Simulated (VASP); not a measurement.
Computed with PBE GGA with D3 dispersion (Becke-Johnson damping), VASP's PBE PAW potentials (set 64) (plane waves; VASP 6.6.1).

VASP input:

File POSCAR:
```
CuI
1
    0.0000000000     2.9871397329     2.9871397329
    2.9871397329    -0.0000000000     2.9871397329
    2.9871397329     2.9871397329     0.0000000000
Cu I
1 1
Direct
  0.0000000000   0.0000000000   0.0000000000
  0.2500000000   0.2500000000   0.2500000000
```

KPOINTS:
```
Regular mesh
0
Gamma
 7 7 7
```

**INCAR**
```
SYSTEM=CuI
PREC=Accurate; ENCUT=520; LREAL=.FALSE.
LASPH=.TRUE.
EDIFF=1E-6; NELM=100; ALGO=Normal
LMAXMIX=4
ISMEAR=0; SIGMA=0.05
GGA=PE; IVDW=12
IBRION=2; NSW=60; ISIF=3
EDIFFG=-0.01
LWAVE=.FALSE.; LCHARG=.FALSE.
```

POTCAR, in this order: Cu I (PBE.64 set). Program: vasp_std.

Unless said otherwise, spin-orbit coupling is left out, though it shifts the bands of the heavy elements here.

Q: What does the run give for the energy per atom (σ→0), dispersion energy, band gap (on the k-mesh)?

A: 
energy per atom (σ→0): -3.130 eV/atom
dispersion energy: -0.719 eV
band gap (on the k-mesh): 1.27 eV

### OSZICAR
```
...
DAV:   9    -0.554089671545E+01    0.36513E-02   -0.17457E-02   652   0.427E+00    0.150E-01
DAV:  10    -0.554107267241E+01   -0.17596E-03   -0.84099E-04   615   0.268E-01    0.727E-02
DAV:  11    -0.554111721547E+01   -0.44543E-04   -0.45960E-04   645   0.680E-01    0.345E-02
DAV:  12    -0.554111352217E+01    0.36933E-05   -0.47050E-05   815   0.149E-01    0.303E-02
DAV:  13    -0.554111221140E+01    0.13108E-05   -0.12409E-06   425   0.273E-02    0.206E-02
DAV:  14    -0.554111105090E+01    0.11605E-05   -0.11361E-05   795   0.961E-02    0.459E-03
DAV:  15    -0.554111125384E+01   -0.20294E-06   -0.14751E-06   410   0.975E-03
   1 F= -.62604195E+01 E0= -.62604195E+01  d E =-.626042E+01
```

The compound is CuI in the zinc blende structure. It was relaxed first. The start is the result of an earlier pass.
